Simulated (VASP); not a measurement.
Output of a VASP run:

### OSZICAR
```
       N       E                     dE             d eps       ncg     rms          rms(c)
DAV:   1     0.109378563556E+03    0.10938E+03   -0.98296E+03  3822   0.154E+03
DAV:   2    -0.216158125489E+02   -0.13099E+03   -0.12758E+03  4387   0.380E+02
DAV:   3    -0.254833045727E+02   -0.38675E+01   -0.38330E+01  4585   0.606E+01
DAV:   4    -0.255203626920E+02   -0.37058E-01   -0.37028E-01  4217   0.624E+00
DAV:   5    -0.255206806853E+02   -0.31799E-03   -0.31796E-03  4567   0.592E-01    0.323E+01
DAV:   6    -0.225378263332E+02    0.29829E+01   -0.95835E+00  4312   0.318E+01    0.856E+00
DAV:   7    -0.224719052273E+02    0.65921E-01   -0.41076E-01  4017   0.579E+00    0.613E+00
DAV:   8    -0.224458220495E+02    0.26083E-01   -0.70174E-02  4237   0.256E+00    0.878E-01
DAV:   9    -0.224448045634E+02    0.10175E-02   -0.34552E-03  4102   0.486E-01    0.142E-01
DAV:  10    -0.224447567181E+02    0.47845E-04   -0.28014E-04  4507   0.225E-01    0.683E-02
DAV:  11    -0.224447553343E+02    0.13838E-05   -0.17897E-05  4162   0.415E-02    0.996E-03
DAV:  12    -0.224447543586E+02    0.97574E-06   -0.42727E-06  4017   0.203E-02
   1 F= -.22444754E+02 E0= -.22444452E+02  d E =-.604425E-03
```

**OUTCAR**
```
------------------------ aborting loop because EDIFF is reached ----------------------------------------
  FORCE on cell =-STRESS in cart. coord.  units (eV):
  Direction    XX          YY          ZZ          XY          YZ          ZX
  --------------------------------------------------------------------------------------
  Total        0.7084182      0.7084183      0.5970583      0.0000000      0.0000000      0.0000000
  in kB       54.4960909     54.4960942     45.9295652      0.0000000      0.0000000      0.0000000
  external PRESSURE =      51.6405835 kB  Pullay stress =       0.0000000 kB
  volume of cell :       20.83
      direct lattice vectors                 reciprocal lattice vectors
     1.455000000 -2.520134000  0.000000000     0.343642612 -0.198402148  0.000000000
     1.455000000  2.520134000  0.000000000     0.343642612  0.198402148  0.000000000
     0.000000000  0.000000000  2.840000000     0.000000000  0.000000000  0.352112676
 POSITION                                       TOTAL-FORCE (eV/Angst)
 -----------------------------------------------------------------------------------
      0.00000      0.00000      0.00000         0.000000      0.000000      0.000000
      1.45500      0.84005      1.42000        -0.000000      0.000000      0.000000
 -----------------------------------------------------------------------------------
    total drift:                                0.000000     -0.000385      0.000000
  FREE ENERGIE OF THE ION-ELECTRON SYSTEM (eV)
  ---------------------------------------------------
  free  energy   TOTEN  =       -22.4447543586 eV

  energy  without entropy=      -22.4441499338  energy(sigma->0) =      -22.44445215
```
(Selected blocks of OUTCAR.)

**POSCAR**
```
WC
1
    1.4550000000    -2.5201340000     0.0000000000
    1.4550000000     2.5201340000     0.0000000000
    0.0000000000     0.0000000000     2.8400000000
W C
1 1
Direct
  0.0000000000   0.0000000000   0.0000000000
  0.3333330000   0.6666670000   0.5000000000
```

Task: Reconstruct the remaining input files.

Result: One answer among several that fit: the input of the run itself, PBE GGA, plane waves, VASP's PBE PAW potentials (set 64).

KPOINTS:
```
Automatic mesh
0
Gamma
13 13 12
0 0 0
```

### INCAR
```
# general
SYSTEM  = WC
PREC    = Accurate
ENCUT   = 520   # plane-wave cut-off (eV)
LREAL   = .FALSE.   # projection in real space or not
LASPH   = .TRUE.

# electronic loop
EDIFF   = 1E-6
NELM    = 100
ALGO    = Normal
LMAXMIX = 6   # l cut-off of mixed one-centre charges

# smearing
ISMEAR  = 0
SIGMA   = 0.05   # width (eV)

# functional
GGA     = PE

# ions
ISIF    = 2   # forces and stress, cell fixed

# output
LWAVE   = .FALSE.
LCHARG  = .FALSE.
```

POTCAR, in this order: W_sv C (PBE.64 set). Program: vasp_std.

The compound is WC in the wc structure. The cell was not relaxed at this level. The run is one of a series of settings (ISMEAR = 0, SIGMA = 0.05 against the base run), some of them coarse on purpose.
